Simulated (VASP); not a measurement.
# TaRu in VASP: a series of runs, part 2 of 3

VASP 6.6.1. The steps go on from the part before.

### Step 3. Relaxation of the atoms, PBEsol+D3

INCAR reads:

```
SYSTEM = TaRu
ALGO = Normal ; DIPOL = 0.5 0.5 0.500
EDIFF = 1E-6 ; EDIFFG = -0.01
ENCUT = 520 ; GGA = PS
IBRION = 2 ; IDIPOL = 3
ISIF = 2 ; ISMEAR = -1
IVDW = 11 ; LASPH = .TRUE.
LCHARG = .FALSE. ; LDIPOL = .TRUE.
LREAL = .FALSE. ; LWAVE = .FALSE.
NELM = 60 ; NSW = 40
PREC = Accurate ; SIGMA = 0.05
```

KPOINTS reads:

```
k-points
0
G
  6 6 1
  0 0 0
```

POSCAR reads:

```
TaRu
1.0
    3.1870000000      0.0000000000      0.0000000000
    0.0000000000      3.1870000000      0.0000000000
    0.0000000000      0.0000000000     26.1545000000
Ta Ru
4 4
Selective dynamics
Direct
    0.5000000000      0.5000000000      0.2867575369  F F F
    0.5000000000      0.5000000000      0.4086103730  F F F
    0.5000000000      0.5000000000      0.5304632090  T T T
    0.5000000000      0.5000000000      0.6523160450  T T T
    0.0000000000      0.0000000000      0.3476839550  F F F
    0.0000000000      0.0000000000      0.4695367910  F F F
    0.0000000000      0.0000000000      0.5913896270  T T T
    0.0000000000      0.0000000000      0.7132424631  T T T
```

Potentials or basis: VASP PAW PBE potentials, release 64 (Ta_pv, Ru_pv).

Launch:

```sh
cat potpaw_PBE.64/Ta_pv/POTCAR potpaw_PBE.64/Ru_pv/POTCAR > POTCAR
mpirun -np 1 vasp_std > vasp.out
```

OUTCAR:

```text
SYSTEM = TaRu
   EDIFF = 1E-6
   EDIFFG = -0.01
   ENCUT = 520
   GGA = PS
   IBRION = 2
   ISIF = 2
   ISMEAR = -1
   IVDW = 11
   LASPH = .TRUE.
   LREAL = .FALSE.
   NELM = 60
   NSW = 40
   PREC = Accurate
 IVDW          = 11

 ion  position               nearest neighbor table
   1  0.500  0.500  0.287-   5 2.76   5 2.76   5 2.76   5 2.76   2 3.19
   2  0.500  0.500  0.409-   5 2.76   6 2.76   5 2.76   6 2.76   5 2.76   6 2.76   5 2.76   6 2.76
                             3 3.19   1 3.19
   3  0.500  0.500  0.530-   6 2.76   6 2.76   6 2.76   6 2.76   7 2.76   7 2.76   7 2.76   7 2.76
                             2 3.19   4 3.19
   4  0.500  0.500  0.652-   7 2.76   7 2.76   7 2.76   7 2.76   8 2.76   8 2.76   8 2.76   8 2.76
                             3 3.19
   5  0.000  0.000  0.348-   2 2.76   2 2.76   2 2.76   2 2.76   1 2.76   1 2.76   1 2.76   1 2.76
                             6 3.19
   6  0.000  0.000  0.470-   3 2.76   3 2.76   3 2.76   3 2.76   2 2.76   2 2.76   2 2.76   2 2.76
                             7 3.19   5 3.19
   7  0.000  0.000  0.591-   3 2.76   4 2.76   3 2.76   4 2.76   3 2.76   4 2.76   3 2.76   4 2.76
                             6 3.19   8 3.19
   8  0.000  0.000  0.713-   4 2.76   4 2.76   4 2.76   4 2.76   7 3.19

  LATTYP: Found a simple tetragonal cell.
 ALAT       =     3.1870000000
 C/A-ratio  =     8.2066206464

  Lattice vectors:

 A1 = (   3.1870000000,   0.0000000000,   0.0000000000)
 A2 = (   0.0000000000,   3.1870000000,   0.0000000000)
 A3 = (   0.0000000000,   0.0000000000,  26.1545000000)

Analysis of symmetry for initial positions (statically):
=====================================================================
 Subroutine PRICEL returns:
 Original cell was already a primitive cell.

 Routine SETGRP: Setting up the symmetry group for a
 simple tetragonal supercell.

 Subroutine GETGRP returns: Found  8 space group operations
 (whereof  8 operations were pure point group operations)
 out of a pool of 16 trial point group operations.

The static configuration has the point symmetry C_4v.

Analysis of symmetry for dynamics (positions and initial velocities):
=====================================================================
 Subroutine PRICEL returns:
 Original cell was already a primitive cell.

 Routine SETGRP: Setting up the symmetry group for a
 simple tetragonal supercell.

 Subroutine GETGRP returns: Found  8 space group operations
 (whereof  8 operations were pure point group operations)
 out of a pool of 16 trial point group operations.

The dynamic configuration has the point symmetry C_4v.

Analysis of constrained symmetry for selective dynamics:
=====================================================================
 Subroutine PRICEL returns:
 Original cell was already a primitive cell.

 Routine SETGRP: Setting up the symmetry group for a
 simple tetragonal supercell.

 Subroutine GETGRP returns: Found  8 space group operations
 (whereof  8 operations were pure point group operations)
 out of a pool of 16 trial point group operations.

The constrained configuration has the point symmetry C_4v.

 Subroutine INISYM returns: Found  8 space group operations
[... 97 lines left out ...]
   NSW    =     40    number of steps for IOM
   IBRION =      2    ionic relax: 0-MD 1-quasi-New 2-CG
   NFREE  =      1    steps in history (QN), initial steepest desc. (CG)
   ISIF   =      2    stress and relaxation
   ISYM   =      2    0-nonsym 1-usesym 2-fastsym
   POTIM  = 0.5000    time-step for ionic-motion
   TEBEG  =    0.0;   TEEND  =   0.0 temperature during run
   PSTRESS=    0.0 pullay stress
   NELECT =     100.0000    total number of electrons
   NUPDOWN=      -1.0000    fix difference up-down
   EMIN   =  10.00;   EMAX   =-10.00  energy-range for DOS
   EFERMI =   0.00;   METHOD = LEGACY
   ISMEAR =    -1;   SIGMA  =   0.05  broadening in eV -4-tet -1-fermi 0-gaus
   EFERMI_NEDOS =   21; number of points for ismear=-14 and -15
   IALGO  =     38    algorithm
   IMIX   =      4    mixing-type and parameters
     AMIX     =   0.40;   BMIX     =  1.00
     AMIX_MAG =   1.60;   BMIX_MAG =  1.00
  volume/ion in A,a.u.               =      33.21       224.09
  Fermi-wavevector in a.u.,A,eV,Ry     =   1.182056  2.233762 19.010821  1.397256
  Thomas-Fermi vector in A             =   2.318317
   LORBIT       =      0    0 simple, 1 ext, 2 COOP (PROOUT), +10 PAW based schemes
   GGA     = PS    functional components
   LHFCALC =     F    Hartree Fock is set to
   AEXX    =    0.0000 exact exchange contribution
   IVDW    =    11    specifies the selected vdW correction
   LEPSILON=     F    determine dielectric tensor
   LRPA    =     F    only Hartree local field effects (RPA)
 conjugate gradient relaxation of ions
 non-spin polarized calculation
  energy-cutoff  :      520.00
  volume of cell :      265.65
 maximum number of plane-waves:      7248
 NGX is ok and might be reduce to    24
   NGX = 11   NGY = 11   NGZ = 97

--------------------------------------- Ionic step        1  -------------------------------------------

 number of electron     100.0000000 magnetization

 number of electron      99.9999984 magnetization

 Free energy of the ion-electron system (eV)
  ---------------------------------------------------
  ext. energy  EPLUGINS =         0.00000000
  ---------------------------------------------------
  free energy    TOTEN  =       -88.43225852 eV

  energy without entropy =      -88.34093823  energy(sigma->0) =      -88.38659837

------------------------ aborting loop because EDIFF is reached ----------------------------------------

 vacuum level on the upper side and lower side of the slab       (xc-potential included)        -0.586        -0.127

 Edisp (eV)   -2.90385

 E8    (eV) :    -1.9474

  FORCE on cell =-STRESS in cart. coord.  units (eV):
  Direction    XX          YY          ZZ          XY          YZ          ZX
  --------------------------------------------------------------------------------------
  -------------------------------------------------------------------------------------
  Total     -16.01211   -16.01211   -13.56421     0.00000     0.00000     0.00000
  in kB     -96.57144   -96.57144   -81.80777     0.00000     0.00000     0.00000
  external pressure =      -91.65 kB  Pullay stress =        0.00 kB
[... 115 lines left out ...]
  FREE ENERGIE OF THE ION-ELECTRON SYSTEM (eV)
  ---------------------------------------------------
  free  energy   TOTEN  =       -91.7439468518 eV

  energy  without entropy=      -91.6623447924  energy(sigma->0) =      -91.70314582

 dipolmoment           0.000000      0.000000      0.031650 electrons x Angstroem

[... ionic steps 4 to 20 ...]

--------------------------------------- Ionic step       21  -------------------------------------------

 number of electron      99.9999983 magnetization

------------------------ aborting loop because EDIFF is reached ----------------------------------------
[... 87 lines left out ...]
--------------------------------------- Ionic step       23  -------------------------------------------

 number of electron      99.9999983 magnetization

 dipolmoment           0.000000      0.000000     -0.034045 electrons x Angstroem

 Free energy of the ion-electron system (eV)
  ---------------------------------------------------
  ext. energy  EPLUGINS =         0.00000000
  ---------------------------------------------------
  free energy    TOTEN  =       -89.11782963 eV

  energy without entropy =      -89.04455217  energy(sigma->0) =      -89.08119090

 E-fermi :   2.2436     XC(G=0):  -7.2016

 val. band max:        2.2320147144   @ k =   0.1667   0.0000   0.0000
 cond. band min:       2.2626580927   @ k =   0.5000   0.3333   0.0000
 fundamental gap:      0.0306433783
 Fermi energy:         2.2435651277

 k-point     1 :       0.0000    0.0000    0.0000
  band No.  band energies     occupation
      1     -40.9534      2.00000
      2     -40.8669      2.00000
      3     -40.8458      2.00000
      4     -40.8458      2.00000
      5     -40.8364      2.00000
      6     -40.7902      2.00000
[... 619 lines left out ...]
     59       4.2568      0.00000
     60       4.2568      0.00000

------------------------ aborting loop because EDIFF is reached ----------------------------------------

 vacuum level on the upper side and lower side of the slab       (xc-potential included)        -0.322         0.197

 Edisp (eV)   -2.89764

 E8    (eV) :    -1.9693

  FORCE on cell =-STRESS in cart. coord.  units (eV):
  Direction    XX          YY          ZZ          XY          YZ          ZX
  --------------------------------------------------------------------------------------
  -------------------------------------------------------------------------------------
  Total     -11.43584   -11.43584    -5.64762     0.00000     0.00000     0.00000
  in kB     -68.97127   -68.97127   -34.06166     0.00000     0.00000     0.00000
  external pressure =      -57.33 kB  Pullay stress =        0.00 kB
[... 23 lines left out ...]
  FREE ENERGIE OF THE ION-ELECTRON SYSTEM (eV)
  ---------------------------------------------------
  free  energy   TOTEN  =       -92.0154655101 eV

  energy  without entropy=      -91.9421880493  energy(sigma->0) =      -91.97882678

 reached required accuracy - stopping structural energy minimisation

 vacuum level on the upper side and lower side of the slab         6.276         6.798
```

Run time: 24 min. Hardware: 1 thread of Intel Xeon 6975P-C (Granite Rapids), shared host; peak memory 0.43 GiB.

Results:

- Free energy: -92.0155 eV
- Energy gained by relaxing: 84.9 meV/atom
- Ionic steps: 23
- Band gap on the k mesh: none (metal or under the smearing width)
- Dispersion energy per atom: -0.362 eV

Step by step:
| step | energy change (eV) | largest force (eV/Å) | pressure (GPa) |
| --- | --- | --- | --- |
| 1 | 0.0000 | 2.6201 | -9.17 |
| 2 | -0.3573 | 1.6590 | -9.93 |
| 3 | -0.4078 | 1.4127 | -8.78 |
| 4 | -0.4215 | 1.4093 | -9.17 |
| 5 | -0.4812 | 1.3985 | -8.77 |
| 6 | -0.5242 | 1.3873 | -8.03 |
| 7 | -0.5630 | 1.3871 | -7.91 |
| 8 | -0.5665 | 1.3871 | -7.84 |
| 9 | -0.6043 | 1.3969 | -7.47 |
| 10 | -0.6448 | 1.4323 | -6.18 |
| 11 | -0.6478 | 1.4241 | -6.52 |
| 12 | -0.6756 | 1.4332 | -5.86 |
| 13 | -0.6756 | 1.4327 | -5.88 |
| 14 | -0.6786 | 1.4300 | -5.85 |
| 15 | -0.6788 | 1.4308 | -5.86 |
| 16 | -0.6791 | 1.4302 | -5.84 |
| 17 | -0.6791 | 1.4303 | -5.83 |
| 18 | -0.6792 | 1.4308 | -5.80 |
| 19 | -0.6792 | 1.4312 | -5.78 |
| 20 | -0.6793 | 1.4318 | -5.76 |
| 21 | -0.6793 | 1.4322 | -5.74 |
| 22 | -0.6794 | 1.4320 | -5.74 |
| 23 | -0.6794 | 1.4319 | -5.73 |

Final structure:
```
Ta Ru
1.0
     3.18700    0.00000    0.00000
     0.00000    3.18700    0.00000
     0.00000    0.00000   26.15450
Ta Ru
4 4
Direct
  0.50000 0.50000 0.28676
  0.50000 0.50000 0.40861
  0.50000 0.50000 0.52604
  0.50000 0.50000 0.64575
  0.00000 0.00000 0.34768
  0.00000 0.00000 0.46954
  0.00000 0.00000 0.58318
  0.00000 0.00000 0.69184
```

Caveat: the PAW data sets were made with another functional, which shifts forces and pressure a little. Spin-orbit coupling is left out, which matters for the levels of Ta.

### Step 4. Relaxation of the atoms, PBEsol+D3(BJ)

Changes to INCAR since step 3:

```diff
@@ -6,3 +6,3 @@
 ISIF = 2 ; ISMEAR = -1
-IVDW = 11 ; LASPH = .TRUE.
+IVDW = 12 ; LASPH = .TRUE.
 LCHARG = .FALSE. ; LDIPOL = .TRUE.
```

KPOINTS is that of step 3.

POSCAR is that of step 3.

Launch:

```sh
cat potpaw_PBE.64/Ta_pv/POTCAR potpaw_PBE.64/Ru_pv/POTCAR > POTCAR
mpirun -np 1 vasp_std > vasp.out
```

Run time: 26 min. Hardware: 1 thread of Intel Xeon 6975P-C (Granite Rapids), shared host; peak memory 0.44 GiB.

Results (log left out):

```yaml
Free_energy: -93.1979 eV
Energy_gained_by_relaxing: 78.9 meV/atom
Ionic_steps: 23
Band_gap_on_the_k_mesh: none (metal or under the smearing width)
Dispersion_energy_per_atom: -0.510 eV
```

The path:
```tsv
step	energy change (eV)	largest force (eV/Å)	pressure (GPa)
1	0.0000	2.4385	-9.19
2	-0.2880	1.7549	-10.41
3	-0.3322	1.5179	-9.03
4	-0.3594	1.4647	-9.60
5	-0.4244	1.4533	-9.15
6	-0.4660	1.4420	-8.41
7	-0.5133	1.4396	-8.27
8	-0.5161	1.4386	-8.21
9	-0.5568	1.4495	-7.85
10	-0.5865	1.4835	-6.76
11	-0.5915	1.4731	-7.12
12	-0.6221	1.4810	-6.56
13	-0.6253	1.4872	-6.30
14	-0.6306	1.4849	-6.24
15	-0.6306	1.4852	-6.24
16	-0.6312	1.4838	-6.23
17	-0.6312	1.4841	-6.23
18	-0.6313	1.4846	-6.19
19	-0.6313	1.4851	-6.17
20	-0.6314	1.4854	-6.14
21	-0.6315	1.4869	-6.10
22	-0.6315	1.4863	-6.10
23	-0.6315	1.4861	-6.11
```

Final structure:
```
Ta Ru
1.0
     3.18700    0.00000    0.00000
     0.00000    3.18700    0.00000
     0.00000    0.00000   26.15450
Ta Ru
4 4
Direct
  0.50000 0.50000 0.28676
  0.50000 0.50000 0.40861
  0.50000 0.50000 0.52587
  0.50000 0.50000 0.64564
  0.00000 0.00000 0.34768
  0.00000 0.00000 0.46954
  0.00000 0.00000 0.58317
  0.00000 0.00000 0.69193
```

Levels at points of the mesh, in eV from the Fermi level:
```
           k point  band 46  band 47  band 48  band 49  band 50  band 51  band 52  band 53  band 54  band 55
(0.00, 0.00, 0.00)    -1.68    -1.35    -1.35    -1.34    -0.57    -0.52    -0.10     0.14     0.14     0.50
(0.50, 0.00, 0.00)    -1.33    -0.77    -0.57    -0.36    -0.25    -0.02     0.18     0.48     0.60     0.70
(0.50, 0.50, 0.00)    -0.57    -0.41    -0.38    -0.29    -0.15    -0.11     0.11     0.17     0.22     1.38
```

Caveat: the PAW data sets were made with another functional, which shifts forces and pressure a little. Spin-orbit coupling is left out, which matters for the levels of Ta.

(Continued in part 3 of 3.)
